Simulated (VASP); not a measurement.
```
Ru
1.0
    1.35500    -2.34693     0.00000
    1.35500     2.34693     0.00000
    0.00000     0.00000     4.28000
Ru
2
Direct
  0.33333   0.66667   0.25000
  0.66667   0.33333   0.75000
```

The base run (VASP): PBE GGA, plane waves, VASP's PBE PAW potentials (set 64). Run with 400 eV cut-off, 14×14×8 Γ-centred mesh, first-order Methfessel-Paxton smearing of 0.10 eV, potentials Ru_pv.

One setting is varied; ΔE counts from the base run. The base run took about 10 core-seconds. Times come from single runs on busy shared machines, so they are rough: good to a factor of about 2.

The base run's pressure lies -1.03 GPa from that at 800 eV (Pulay error).

| setting | cost over the base run | electronic steps | ΔE (meV/atom) | pressure (GPa) |
|---|---|---|---|---|
| PREC = Low | within a factor of 2 | 12 | 0.2 | 2.63 |
| PREC = Normal | within a factor of 2 | 12 | 0.0 | 2.68 |
| LASPH = .FALSE. | within a factor of 2 | 12 | 0.0 | 2.68 |
| PREC = Single | within a factor of 2 | 12 | 0.0 | 2.65 |
| base run | reference | 12 | 0.0 | 2.68 |
| ADDGRID = .TRUE. | within a factor of 2 | 12 | 0.0 | 2.68 |
| LREAL = Auto | about 2 times | 12 | -0.5 | 2.65 |

Left out are runs that failed, have no time on record or changed the cell.

The compound is Ru in the hcp structure. The cell was not relaxed at this level.
